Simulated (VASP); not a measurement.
Crystal: BeZn2Te3.

```
CELL_PARAMETERS angstrom
2.98223 -3.09646 0.00000
2.98223 3.09646 0.00000
0.00000 0.00000 8.35187
ATOMIC_POSITIONS crystal
Be 0.50000 0.50000 0.00000
Zn 0.00000 0.50000 0.00000
Zn 0.50000 0.00000 0.00000
Te 0.00000 0.50000 0.50000
Te 0.50000 0.00000 0.50000
Te 0.00000 0.00000 0.00000
```

The cell was built by a generator and needn't be a form met in nature.

| Item | Value |
| --- | --- |
| Program | VASP 6.6.1 |
| Task | relaxation of cell and atoms |
| Functional | PBE |
| Potentials or basis | VASP PAW PBE potentials, release 64 (Be, Zn, Te) |
| Cutoff | 520 eV |
| k mesh | 3 × 3 × 2 |
| Occupations | gaussian, width 0.15 eV |
| Spin | no spin polarisation |

At the start: pressure 23.9 GPa; volume 25.71 Å³/atom.

Where does the relaxation end?

Over 16 steps the energy falls by 1092.2 meV/atom and the volume is 25.61 Å³/atom (-0.4 %); space group Cmmm (No. 65, to 0.05 Å).

The path:
```csv
step,energy change (eV),largest force (eV/Å),pressure (GPa),volume (Å³)
1,0.0000,0.0000,23.91,154.25
2,-3.4584,0.0000,-5.03,250.35
3,-4.6035,0.0000,-1.33,204.58
4,-5.0417,0.0000,-1.71,198.86
5,-5.6872,0.0000,-1.89,188.94
6,-6.1262,0.0000,1.40,166.88
7,-6.1633,0.0000,0.69,171.30
8,-6.3059,0.0000,-2.04,172.39
9,-6.3275,0.0000,-3.11,172.63
10,-6.3937,0.0000,-3.04,169.28
11,-6.5201,0.0000,-2.01,158.74
12,-6.5176,0.0000,-0.83,154.59
13,-6.5240,0.0000,-1.52,156.67
14,-6.5237,0.0000,-1.16,156.28
15,-6.5431,0.0000,-0.48,154.92
16,-6.5534,0.0000,0.00,153.64
```

Final structure:
```
Be Zn Te
1.0
     2.89599   -4.60247    0.00000
     2.89599    4.60247    0.00000
     0.00000    0.00000    5.76359
Be Zn Te
1 2 3
Direct
  0.50000 0.50000 0.00000
  0.00000 0.50000 0.00000
  0.50000 0.00000 0.00000
  0.00000 0.50000 0.50000
  0.50000 0.00000 0.50000
  0.00000 0.00000 0.00000
```

Caveat: the k mesh is coarse (spacing up to 0.49 Å⁻¹), so the values aren't converged.
